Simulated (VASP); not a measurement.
A run of VASP 6.6.1 is set up as follows.

File INCAR:

```
PREC = Normal
ENCUT = 520
EDIFF = 1E-4
ISMEAR = 0
SIGMA = 0.15
LREAL = False
LASPH = True
NELM = 60
ALGO = Fast
ISIF = 3
LWAVE = False
LCHARG = False
GGA = PE
IBRION = 2
NSW = 24
EDIFFG = -0.08
```

File KPOINTS:

```
Automatic mesh
0
Gamma
  4 4 2
```

File POSCAR:

```
BeZn2Te3
1.0
    4.1635190200      0.0000000000      0.0000000000
   -2.0817595100      3.6057132400      0.0000000000
    0.0000000000      0.0000000000     10.1622956000
Be Zn Te
1 2 3
Direct
    0.0000000000      0.0000000000      0.0000000000
    0.3333333300      0.6666666700      0.0000000000
    0.6666666700      0.3333333300      0.0000000000
    0.0000000000      0.0000000000      0.2886846200
    0.0000000000      0.0000000000      0.7113153800
    0.0000000000      0.0000000000      0.5000000000
```

Potentials or basis: VASP PAW PBE potentials, release 64 (Be, Zn, Te).

The run is started by

```sh
$ cat potpaw_PBE.64/Be/POTCAR potpaw_PBE.64/Zn/POTCAR potpaw_PBE.64/Te/POTCAR > POTCAR
$ mpirun -np 1 vasp_std > vasp.out
```

Predict the band gap on the k mesh.

none (metal or under the smearing width).

Predict the space group after relaxing (to 0.05 Å).

P6/mmm (No. 191).

Estimate the relaxed cell.

a = 4.217 Å, b = 4.217 Å, c = 10.568 Å, α = 90.00°, β = 90.00°, γ = 120.00°.

Predict the relaxed volume.

27.12 Å³/atom.

Final structure:
```xyz
6
Lattice="4.2169 0.0000 0.0000 -2.1084 3.6519 0.0000 0.0000 0.0000 10.5678" Properties=species:S:1:pos:R:3 pbc="T T T"
Be    0.0000    0.0000    0.0000
Zn    0.0000    2.4346    0.0000
Zn    2.1084    1.2173    0.0000
Te    0.0000    0.0000    2.4888
Te    0.0000    0.0000    8.0790
Te    0.0000    0.0000    5.2839
```

Caveat: the k mesh is coarse (spacing up to 0.44 Å⁻¹), so the values aren't converged. Spin-orbit coupling is left out, which matters for the levels of Te.
